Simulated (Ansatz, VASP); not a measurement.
## TlGa in two plane-wave programs

One calculation is typed for both programs; each brings its own data sets and cutoff. How far apart do they land? The cell is invented: other elements were put on sites of a known structure type. It may not be a known or stable phase. The cell is taken from a series of VASP runs on this material, whose earlier steps may have relaxed, scaled or displaced it; both programs get it as it stands.

Method: plane waves, with VASP 6.6.1 beside it; single point at PBE and band structure at PBE, in Ansatz 0.2.0.

## 1. The starting structure

The structure is hexagonal, space group P-6m2 (No. 187). Conventional cell: a = 3.492 Å, b = 3.492 Å, c = 4.872 Å, α = 90.00°, β = 90.00°, γ = 120.00°. Nearest to Tl lie 6 Ga at 3.16 Å and 6 Tl at 3.49 Å. Nearest to Ga lie 6 Tl at 3.16 Å. Farther neighbours are not listed.

Coordinates:

```
Tl Ga
1.0
     3.49170    0.00000    0.00000
    -1.74585    3.02390    0.00000
     0.00000    0.00000    4.87159
Tl Ga
1 1
Direct
  0.33333 0.66667 0.50000
  0.00000 0.00000 0.00000
```

## 2. VASP: single point, PBE

A single point gives forces, pressure and levels at one fixed geometry, so differences don't come from the geometry; what else differs is listed under the comparison.

Lines of VASP's logs that name or quote its potential files are left out, and so is its time.

Input file INCAR:

```
SYSTEM = TlGa
PREC = Accurate
ENCUT = 400
EDIFF = 1E-06
NELM = 100
ISMEAR = 1
SIGMA = 0.2
LREAL = .FALSE.
ALGO = Normal
GGA = PE
LORBIT = 11
LWAVE = .FALSE.
LCHARG = .TRUE.
ISIF = 2
LELF = .TRUE.
LVHAR = .TRUE.
```

Input file POSCAR:

```
TlGa
1.0
    3.4917025654      0.0000000000      0.0000000000
   -1.7458512828      3.0239031263      0.0000000000
    0.0000000000      0.0000000000      4.8715932488
Tl Ga
1 1
Direct
    0.3333333300      0.6666666700      0.5000000000
    0.0000000000      0.0000000000      0.0000000000
```

Input file KPOINTS:

```
Automatic mesh
0
Gamma
7 7 5
0 0 0
```

Potentials, in the order of the species: Tl_d and Ga_d (PBE family, release 64).

Command:

```
$ mpirun -np 1 vasp_std
```

Numbers of over 12 decimals in the logs are rounded to 6 here.

What it wrote:

```text
[banner, memory and clock lines left out]
running    1 mpi-ranks, on    1 nodes
 distrk:  each k-point on    1 cores,    1 groups
 distr:  one band on    1 cores,    1 groups

 POSCAR found type information on POSCAR TlGa
 POSCAR found :  2 types and       2 ions
 LDA part: xc-table for (Slater+PW92), standard interpolation
 POSCAR, INCAR and KPOINTS ok, starting setup
 FFT: planning ... GRIDC
 FFT: planning ... GRID_SOFT
 FFT: planning ... GRID
 WAVECAR not read
 entering main loop
       N       E                     dE             d eps       ncg     rms          rms(c)
DAV:   1     0.123296767868E+03    0.12330E+03   -0.12659E+04   872   0.186E+03
DAV:   2     0.842081443957E+00   -0.12245E+03   -0.12037E+03   848   0.332E+02
DAV:   3    -0.482421226638E+01   -0.56663E+01   -0.55996E+01  1088   0.730E+01
DAV:   4    -0.490084552480E+01   -0.76633E-01   -0.76338E-01   873   0.759E+00
DAV:   5    -0.490263782837E+01   -0.17923E-02   -0.17918E-02  1064   0.120E+00    0.290E+00
DAV:   6    -0.485777974536E+01    0.44858E-01   -0.98421E-02   938   0.309E+00    0.203E+00
DAV:   7    -0.484994379202E+01    0.78360E-02   -0.34060E-02   938   0.173E+00    0.695E-01
DAV:   8    -0.484922550335E+01    0.71829E-03   -0.32739E-03   906   0.599E-01    0.441E-02
DAV:   9    -0.484923343488E+01   -0.79315E-05   -0.10795E-04   913   0.838E-02    0.136E-02
DAV:  10    -0.484923725916E+01   -0.38243E-05   -0.63413E-06   871   0.247E-02    0.313E-03
DAV:  11    -0.484923791604E+01   -0.65687E-06   -0.83316E-07   503   0.888E-03
   1 F= -.48492379E+01 E0= -.48498987E+01  d E =0.198240E-02
```

From OUTCAR (step 2):

```text
ion  position               nearest neighbor table
   1  0.333  0.667  0.500-   2 3.16   2 3.16   2 3.16   2 3.16   2 3.16   2 3.16
   2  0.000  0.000  0.000-   1 3.16   1 3.16   1 3.16   1 3.16   1 3.16   1 3.16

  LATTYP: Found a hexagonal cell.
 ALAT       =     3.4917025654
 C/A-ratio  =     1.3951913594

 Subroutine GETGRP returns: Found 12 space group operations
 (whereof 12 operations were pure point group operations)

The static configuration has the point symmetry D_3h.

 Found     24 irreducible k-points:

   k-points           NKPTS =     24   k-points in BZ     NKDIM =     24   number of bands    NBANDS=     17

   dimension x,y,z NGX =    24 NGY =   24 NGZ =   32
   dimension x,y,z NGXF=    48 NGYF=   48 NGZF=   64

   ENCUT  =  400.0 eV  29.40 Ry    5.42 a.u.   5.69  5.69  7.94*2*pi/ulx,y,z

   NELECT =      26.0000    total number of electrons

 k-points in reciprocal lattice and weights: Automatic mesh
   0.00000000  0.00000000  0.00000000       0.004
   0.14285714  0.00000000  0.00000000       0.024
   0.28571429  0.00000000  0.00000000       0.024
   0.42857143 -0.00000000  0.00000000       0.024
   0.14285714  0.14285714  0.00000000       0.024
   0.28571429  0.14285714  0.00000000       0.049
   0.42857143  0.14285714  0.00000000       0.024
   0.28571429  0.28571429  0.00000000       0.024
   0.00000000  0.00000000  0.20000000       0.008
[...]
0.42857143  0.14285714  0.40000000       0.049
   0.28571429  0.28571429  0.40000000       0.049

 average (electrostatic) potential at core
       1 -84.2004       2 -65.0612

 E-fermi :   5.6489

 k-point     1 :       0.0000    0.0000    0.0000
  band No.  band energies     occupation
    ...
      9      -5.8550      2.00000
     10      -5.8550      2.00000
     11      -4.5593      2.00000
     12       2.0691      2.00000
     13       3.0453      2.00000
     14      11.4527      0.00000
     15      11.4527      0.00000
     16      14.1863      0.00000
     17      14.1982      0.00000

 k-point     2 :       0.1429    0.0000    0.0000
  band No.  band energies     occupation
    ...
      9      -5.9171      2.00000
     10      -5.8649      2.00000
     11      -4.1985      2.00000
     12       2.2764      2.00000
     13       3.4741      2.00000
     14       8.8798     -0.00000
     15      10.4144      0.00000
     16      12.5662      0.00000
     17      14.9998      0.00000

 k-point     3 :       0.2857    0.0000    0.0000
  band No.  band energies     occupation
    ...
      9      -5.8871      2.00000
     10      -5.8486      2.00000
     11      -3.0989      2.00000
     12       2.6495      2.00000
     13       4.6709      2.00000
     14       5.7541      0.23227
     15       9.0750     -0.00000
     16      10.2564      0.00000
     17      12.3682      0.00000

  Total       -0.0342704     -0.0342704      0.1389557      0.0000000      0.0000000      0.0000000
  in kB       -1.0674635     -1.0674635      4.3282335      0.0000000      0.0000000      0.0000000
  external PRESSURE =       0.7311022 kB  Pullay stress =       0.0000000 kB

  energy-cutoff  :      400.00
  volume of cell :       51.44
      direct lattice vectors                 reciprocal lattice vectors
     3.491702565  0.000000000  0.000000000     0.286393237  0.165349212  0.000000000
    -1.745851283  3.023903126  0.000000000     0.000000000  0.330698425  0.000000000
     0.000000000  0.000000000  4.871593249     0.000000000  0.000000000  0.205271653

 POSITION                                       TOTAL-FORCE (eV/Angst)
 -----------------------------------------------------------------------------------
     -0.00000      2.01594      2.43580        -0.000000      0.000000      0.000000
      0.00000      0.00000      0.00000         0.000000     -0.000000      0.000000
 -----------------------------------------------------------------------------------
    total drift:                                0.000010     -0.000006     -0.000000

  FREE ENERGIE OF THE ION-ELECTRON SYSTEM (eV)
  ---------------------------------------------------
  free  energy   TOTEN  =        -4.8492379160 eV

  energy  without entropy=       -4.8512203160  energy(sigma->0) =       -4.84989872

 total charge
# of ion       s       p       d       tot
------------------------------------------
    1        1.164   0.420   9.641  11.225
    2        1.087   0.421   9.933  11.442
--------------------------------------------------
tot          2.251   0.841  19.575  22.667

[... 3 further parts left out ...]
```

The run ends at a pressure of 0.07 GPa.

## 3. Ansatz: single point, PBE

Ansatz runs on its default PAW (the set named soft_2) files.

The same cell, functional, mesh and smearing now go to Ansatz, which takes its cutoff from its data sets.

Input file input.yaml:

```yaml
crystal:
  lattice:
    - [3.4917025654, 0.0, 0.0]
    - [-1.7458512828, 3.0239031263, 0.0]
    - [0.0, 0.0, 4.8715932488]
  atoms:
    - { symbol: Tl, position: [0.33333333, 0.66666667, 0.5] }
    - { symbol: Ga, position: [0.0, 0.0, 0.0] }
hamiltonian:
  xc: pbe
  pseudopotentials: { kind: paw }
kpoints:
  mp_grid: { grid: [7, 7, 5] }
scf:
  occupations: { method: methfessel_paxton, width: 0.2 }
  n_extra_bands: 4
output:
  forces: true
  stress: true
  eigenvalues: true
  write_density: true
  write_potential: true
  elf: true
  volumetric_format: npy
```

Command:

```
$ ansatz run input.yaml --threads 2 --pin off --max-ram 4608MiB --backend cpu --events-out ev --progress --plain --runs-dir out
```

What it wrote:

```text
scf.n_extra_bands = 4 over 13 filled bands (N_el = 26.0): the run solves 17 bands
Engine: ansatz 0.2.0, aarch64-unknown-linux-gnu
Pseudopotentials: kind: paw
Pseudopotential: Tl, paw, valence charge 13, recommended cutoff 420 eV (normal), Tl.paw.azcp
Pseudopotential: Ga, paw, valence charge 13, recommended cutoff 420 eV (normal), Ga.paw.azcp
Functional definition: PBE
  parameter kappa = 0.804
  parameter beta = 0.066725
  exchange = pbe_x(kappa = kappa, mu = beta*pi^2/3)
  correlation = pbe_c(beta = beta)
Crystal: 2 atoms, lattice volume = 51.437 Å³
Basis set: ecut = 420 eV, 983 PW (Γ), exchange–correlation on 48×48×72 points (8 copies of the dense FFT grid, shifted against one another)
Bands: 17, of which v1, the nominal top of the filled ones, is band 13 counted from 1 (12 counted from 0)
Symmetry: 12 space group operations
Space group: P-6m2 (ITA 187), of the structure as read, at distance tolerance 3.7e-5 Å
k-points: 24 of 245 (time reversal used)
Non-local potential: Tl, projectors of the file, l = 0: 2, l = 1: 2, l = 2: 2, l = 3: 1
Non-local potential: Ga, projectors of the file, l = 0: 2, l = 1: 2, l = 2: 3, l = 3: 1
PAW form: soft (Blöchl's): semilocal exchange-correlation on the pseudo side does not see the compensation charge
PAW one-centre angular grid: Tl, 590 points (default); XC on 64 Gauss nodes
PAW one-centre angular grid: Ga, 590 points (default); XC on 64 Gauss nodes
Initial density: superposition of atomic densities (neutral atoms: chi_scale 0, normalization atom), corrected by the library's trained network
Initial wavefunctions: pseudopotential atomic-orbital guess
Functional: x = pbe(κ = 0.804, μ = 0.219515), c = pbe(β = 0.066725)
SCF iter   1: F=—  HF=-15226.887851 eV  |F-HF|=—  |Δ(HF+E_count)|=         —  Δρ=2.08e-3  dr2=2.67e-3  ethr=1.77e-3  ⟨swp⟩=5.6  Hψ=2011  notcnv=0
preconditioner: auto → none  [insulator: Δε(μ)=0.146 eV  Ē_g=14.898 eV  σ=0.200 eV  W_gap=0.56  n_scr=8 (ndim 8)  ℏωp=26.4 eV  f_vac=0.000  D(μ)=1.22/eV (n_scr^D=2)  ε∞_Penn≈4.1]
SCF iter   2: F=—  HF=-15226.886363 eV  |F-HF|=—  |Δ(HF+E_count)|=   1.49e-3  S|Δr|=    0.00e0  Δρ=9.59e-4  dr2=4.48e-4  ethr=1.03e-5  ⟨swp⟩=1.8  Hψ=702  notcnv=0
SCF iter   3: F=—  HF=-15226.886388 eV  |F-HF|=—  |Δ(HF+E_count)|=   2.49e-5  S|Δr|=    0.00e0  Δρ=2.60e-4  dr2=9.93e-5  ethr=1.72e-6  ⟨swp⟩=2.6  Hψ=627  notcnv=0
SCF iter   4: F=—  HF=-15226.886360 eV  |F-HF|=—  |Δ(HF+E_count)|=   2.79e-5  S|Δr|=    0.00e0  Δρ=7.01e-5  dr2=2.21e-6  ethr=3.82e-7  ⟨swp⟩=2.0  Hψ=574  notcnv=0
SCF iter   5: F=—  HF=-15226.886361 eV  |F-HF|=—  |Δ(HF+E_count)|=   8.39e-7  S|Δr|=    0.00e0  Δρ=2.52e-5  dr2=1.66e-7  ethr=8.52e-9  ⟨swp⟩=2.8  Hψ=736  notcnv=0
SCF iter   6: F=-15226.886361 eV  HF=-15226.886361 eV  |F-HF|=2.73e-9  |Δ(HF+E_count)|=   1.15e-7  S|Δr|=    0.00e0  Δρ=4.68e-6  dr2=6.38e-9  ethr=3.85e-10  ⟨swp⟩=7.9  Hψ=2617  notcnv=0
SCF 1 converged in 6 iterations: F = -15226.886361 eV  dr2 = 6.38e-9
  greatest PAW one-centre occupation: 0.995 electrons in one spin orbital (limit 2), on the Ga atom at site 1 (counted from 0), in its partial waves of l = 2
SCF converged after 6 iterations
Stability not checked: this state was not tested for a lower state beside it, because cold or Methfessel-Paxton smearing, or corrected tetrahedra, fill the levels in a way that the test cannot read (fill_not_monotonic; see scf.lower_state_search)
Free energy (F): -15226.886361 eV
Harris-Foulkes:  -15226.886361 eV  (|F-HF|=2.73e-9)
Internal energy: -15226.888424 eV  (E = F + TS)
E sigma→0 (E₀):  -15226.886877 eV
Entropy (-TS):   0.002064 eV (1.032 meV/atom)
Fermi energy:    9.313869 eV
--- Per-component energies (eV) ---
  E_band       = -51.790013
  E_kinetic    = 447.362084
  E_local      = -2819.010260  (includes V_loc(G=0)·N_el)
  E_nonlocal   = 738.373336
  E_hartree    = 1228.908362
  E_xc         = -299.556823
  E_vxc        = -199.445421  (∫ρ·V_xc dr)
  E_paw        = -12148.818209  (= ΣΔE_a)
  E_vpaw       = -676.887672  (= ΣTr[D̂ρ^β])
  E_aug_tail   = -0.000096  (compensation charges beyond the density's cutoff)
  E_ewald      = -2374.146819
  E_smearing   = 0.002064  (= −TS)
  E_closure    = 0.000000  (closes the sum)
  Σ components = -15226.886361   (vs F -15226.886361, Δ=0.00e0)
--- Forces (eV/Å), atoms counted from 1 ---
  atom   1  Tl    -0.00000000    -0.00000000     0.00000000
  atom   2  Ga     0.00000000     0.00000000     0.00000000
  max |Σ_I F_I| component: 9.25e-18 eV/Å
--- Stress (GPa, compression-positive) ---
        0.115248       0.000000       0.000000
        0.000000       0.115248       0.000000
        0.000000       0.000000       0.630666
  P = ⅓ Tr σ = 0.2871 GPa (2.871 kbar)
--- Band table (eV; the first three rows and the last of 24) ---
  k-point 0: bands = [... 9 lower, -2.1975, -0.8906, 5.7397, 6.7083, 15.1161, 15.1161, 17.8446, 17.8446]
  k-point 1: bands = [... 9 lower, -2.2004, -0.6248, 3.6774, 9.2631, 15.2844, 15.2844, 17.8302, 17.8302]
  k-point 2: bands = [... 9 lower, -2.2054, 0.1548, 1.7736, 12.6475, 15.6066, 15.6066, 16.3002, 17.7839]
  k-point 23: bands = [... 9 lower, -2.1580, 4.1638, 5.2164, 7.5628, 8.2586, 9.1790, 10.3939, 16.6473]
```

Elapsed: 2.8 s, on 2 threads of Arm Neoverse N1, shared host; peak memory 0.31 GiB; 4.8 s of CPU time.

The run ends at a pressure of 0.29 GPa.

## 4. Comparison

Known differences besides the potentials themselves: the cutoff is 420 eV in Ansatz and 400 eV in VASP; VASP leaves aspherical gradient terms in its spheres out (LASPH is not set), Ansatz keeps them. Total energies have different zeros and are not compared.

Compared:

```
      quantity  Ansatz  VASP  difference
pressure (GPa)    0.29  0.07       +0.21
```

## 5. VASP: band structure, PBE

A single point gives forces, pressure and levels at one fixed geometry, so differences don't come from the geometry; what else differs is listed under the comparison.

INCAR: that of step 2 with these lines changed.

```diff
@@ -12,5 +12,2 @@
 LWAVE = .FALSE.
-LCHARG = .TRUE.
-ISIF = 2
-LELF = .TRUE.
-LVHAR = .TRUE.
+LCHARG = .FALSE.
```

POSCAR is that of step 2.

KPOINTS is that of step 2.

Input file KPOINTS_OPT:

```
Line mode
16
Line-mode
Reciprocal
  0.00000000   0.00000000   0.00000000 GAMMA
  0.50000000   0.00000000   0.00000000 M

  0.50000000   0.00000000   0.00000000 M
  0.33333333   0.33333333   0.00000000 K

  0.33333333   0.33333333   0.00000000 K
  0.00000000   0.00000000   0.00000000 GAMMA

  0.00000000   0.00000000   0.00000000 GAMMA
  0.00000000   0.00000000   0.50000000 A

  0.00000000   0.00000000   0.50000000 A
  0.50000000   0.00000000   0.50000000 L

  0.50000000   0.00000000   0.50000000 L
  0.33333333   0.33333333   0.50000000 H

  0.33333333   0.33333333   0.50000000 H
  0.00000000   0.00000000   0.50000000 A

  0.50000000   0.00000000   0.50000000 L
  0.50000000   0.00000000   0.00000000 M

  0.33333333   0.33333333   0.00000000 K
  0.33333333   0.33333333   0.50000000 H
```

Command:

```
$ mpirun -np 1 vasp_std
```

What it wrote:

```text
[... set-up lines as in an earlier step ...]
 entering main loop
       N       E                     dE             d eps       ncg     rms          rms(c)
[... 11 cycles as in an earlier step ...]
   1 F= -.48492379E+01 E0= -.48498987E+01  d E =0.198240E-02
 Start KPOINTS_OPT (optional k-point list driver)
k-point batch [1-24\144]
       N       E                     dE             ncg
DAV:   1    -0.407147623774E+03   -0.12991E+05      864
DAV:   2    -0.337626031257E+04   -0.29691E+04      842
DAV:   3    -0.351151649985E+04   -0.13526E+03     1016
DAV:   4    -0.351324159848E+04   -0.17251E+01      898
DAV:   5    -0.351328266709E+04   -0.41069E-01     1080
DAV:   6    -0.351328394288E+04   -0.12758E-02      993
DAV:   7    -0.351328396259E+04   -0.19709E-04      966
DAV:   8    -0.351328396296E+04   -0.37156E-06      631
[...]
k-point batch [121-144\144]
       N       E                     dE             ncg
DAV:   1    -0.344950378146E+03   -0.20878E+05      850
DAV:   2    -0.329634960827E+04   -0.29514E+04      851
DAV:   3    -0.343515678831E+04   -0.13881E+03      976
DAV:   4    -0.343717102050E+04   -0.20142E+01      885
DAV:   5    -0.343721516679E+04   -0.44146E-01     1036
DAV:   6    -0.343721683057E+04   -0.16638E-02     1022
DAV:   7    -0.343721685434E+04   -0.23768E-04      996
DAV:   8    -0.343721685463E+04   -0.29258E-06      534
```

Parts of OUTCAR (step 5):

```text
[... 6 parts as in an earlier step ...]

[... 1 further part left out ...]
[key lines of the parts left out:]
E-fermi :   5.6489
```

Spin-orbit coupling is off here; with elements this heavy it splits and shifts levels by tenths of an eV or more.

## 6. Ansatz: band structure, PBE

The same cell, functional, mesh and smearing now go to Ansatz, which takes its cutoff from its data sets.

The cell is taken from a series of VASP runs on this material, whose earlier steps may have relaxed, scaled or displaced it; both programs get it as it stands.

input.yaml, the sections that differ from step 3:

```yaml
kpoints:
  mp_grid: { grid: [7, 7, 5] }
  band_path:
    path:
      - [0.0, 0.0, 0.0]
      - [0.13333, 0.0, 0.0]
      - [0.3, 0.0, 0.0]
      - [0.46667, 0.0, 0.0]
      - [0.46667, 0.06667, 0.0]
      - [0.41111, 0.17778, 0.0]
      - [0.35556, 0.28889, 0.0]
      - [0.28889, 0.28889, 0.0]
      - [0.17778, 0.17778, 0.0]
      - [0.06667, 0.06667, 0.0]
      - [0.0, 0.0, 0.03333]
      - [0.0, 0.0, 0.2]
      - [0.0, 0.0, 0.36667]
      - [0.0, 0.0, 0.5]
      - [0.16667, 0.0, 0.5]
      - [0.3, 0.0, 0.5]
      - [0.46667, 0.0, 0.5]
      - [0.46667, 0.06667, 0.5]
      - [0.41111, 0.17778, 0.5]
      - [0.35556, 0.28889, 0.5]
      - [0.28889, 0.28889, 0.5]
      - [0.17778, 0.17778, 0.5]
      - [0.06667, 0.06667, 0.5]
      - [0.5, 0.0, 0.46667]
      - [0.5, 0.0, 0.3]
      - [0.5, 0.0, 0.13333]
      - [0.33333, 0.33333, 0.0]
      - [0.33333, 0.33333, 0.16667]
      - [0.33333, 0.33333, 0.33333]
      - [0.33333, 0.33333, 0.5]
    npoints: 1
scf:
  occupations: { method: methfessel_paxton, width: 0.2 }
  n_extra_bands: 7
output:
  forces: true
  stress: true
  eigenvalues: true
# crystal, hamiltonian: as in step 3
```

Command:

```
$ ansatz run input.yaml --threads 2 --pin off --max-ram 4608MiB --backend cpu --events-out ev --progress --plain --runs-dir out
```

What it wrote:

```text
[...]
Crystal: 2 atoms, lattice volume = 51.437 Å³
Basis set: ecut = 420 eV, 983 PW (Γ), exchange–correlation on 48×48×72 points (8 copies of the dense FFT grid, shifted against one another)
Bands: 20, of which v1, the nominal top of the filled ones, is band 13 counted from 1 (12 counted from 0)
Symmetry: 12 space group operations
[...]
k-points: 24 of 245 (time reversal used)
[...]
k-point 0: bands = [... 9 lower, -2.1976, -0.8906, 5.7398, 6.7083, 15.1162, 15.1162, 17.8446, 17.8446, ... 3 higher]
  k-point 1: bands = [... 9 lower, -2.2006, -0.6248, 3.6774, 9.2632, 15.2845, 15.2845, 17.8302, 17.8302, ... 3 higher]
  k-point 2: bands = [... 9 lower, -2.2055, 0.1548, 1.7736, 12.6475, 15.6067, 15.6067, 16.3002, 17.7838, ... 3 higher]
  k-point 23: bands = [... 9 lower, -2.1581, 4.1638, 5.2164, 7.5628, 8.2586, 9.1790, 10.3939, 16.6473, ... 3 higher]
[key lines of the parts left out:]
SCF converged after 5 iterations
Free energy (F): -15226.886361 eV
Fermi energy:    9.313884 eV
P = ⅓ Tr σ = 0.2871 GPa (2.871 kbar)
```

It took 3.7 s on 2 threads; peak memory 0.31 GiB.

## 7. Differences

The two programs side by side:

```
      quantity  Ansatz  VASP  difference
pressure (GPa)    0.29  0.07       +0.21
```

Levels from 3 eV below to 2 eV above the Fermi level differ by 2 meV r.m.s. and 7 meV at most; each VASP level is matched to the nearest of Ansatz, which flatters the figure a little.

## 8. What came out

| Item | Value |
| --- | --- |
| difference in pressure (single point, PBE) | 0.21 GPa |
| r.m.s. difference of levels near the Fermi level (band structure, PBE) | 2.0 meV |

**Reading.** The difference in pressure is 0.21 GPa (single point, PBE), within the 1 GPa picked in this series as the mark of a large difference. How closely two codes agree says nothing of how well the functional describes the real material.

[Lines on the potential files, build, host, timing and source positions are cut from VASP's logs without a mark.]

[Logs are printed without paths, hosts, clocks, repeated set-up lines and the standing remarks that a program may print on its own settings, such as how far it seeks lower states.]

[Hosts, paths, dates, database ids (printed as entryN), source tags and the programs' standing remarks are cut or masked in the printed files.]
